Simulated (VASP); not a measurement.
OSZICAR of a VASP run on BN:

**OSZICAR**
```
       N       E                     dE             d eps       ncg     rms          rms(c)
DAV:   1    -0.310282145122E+02   -0.31028E+02   -0.23754E-04   540   0.961E-02    0.293E-03
DAV:   2    -0.310282185393E+02   -0.40271E-05   -0.14151E-05   496   0.229E-02    0.176E-03
DAV:   3    -0.310282222209E+02   -0.36816E-05   -0.13699E-06   424   0.137E-02    0.953E-04
DAV:   4    -0.310282151805E+02    0.70404E-05   -0.98920E-07   416   0.121E-02    0.462E-04
DAV:   5    -0.310282208247E+02   -0.56442E-05   -0.75309E-07   400   0.996E-03    0.310E-04
DAV:   6    -0.310282288223E+02   -0.79976E-05   -0.37844E-05   464   0.566E-02    0.547E-04
DAV:   7    -0.310282178527E+02    0.10970E-04   -0.40421E-05   460   0.604E-02    0.345E-04
DAV:   8    -0.310282267165E+02   -0.88639E-05   -0.33508E-06   456   0.177E-02    0.309E-04
DAV:   9    -0.310282195750E+02    0.71416E-05   -0.47295E-06   452   0.212E-02    0.332E-04
DAV:  10    -0.310282236529E+02   -0.40779E-05   -0.70730E-06   456   0.240E-02    0.367E-04
DAV:  11    -0.310282280794E+02   -0.44265E-05   -0.70437E-06   456   0.256E-02    0.419E-04
DAV:  12    -0.310282185604E+02    0.95190E-05   -0.33854E-06   456   0.198E-02    0.554E-04
DAV:  13    -0.310282210724E+02   -0.25120E-05   -0.36305E-06   464   0.200E-02    0.377E-04
DAV:  14    -0.310282205790E+02    0.49336E-06   -0.28883E-07   332   0.610E-03
   1 F= -.31028221E+02 E0= -.31028221E+02  d E =-.979345E-19
```

Q: Which electronic solver shows in the log?

A: It is blocked Davidson (ALGO = Normal, or the opening steps of other solvers). The INCAR had ALGO = Normal.

Q: Can the final energy be trusted as converged?

A: Self-consistency was reached. It stopped with EDIFF = 1E-6, NELM = 100 (optB88-vdW, plane waves, VASP's PBE PAW potentials (set 64)).

The cell is a sheet with vacuum, built from BN (hex).
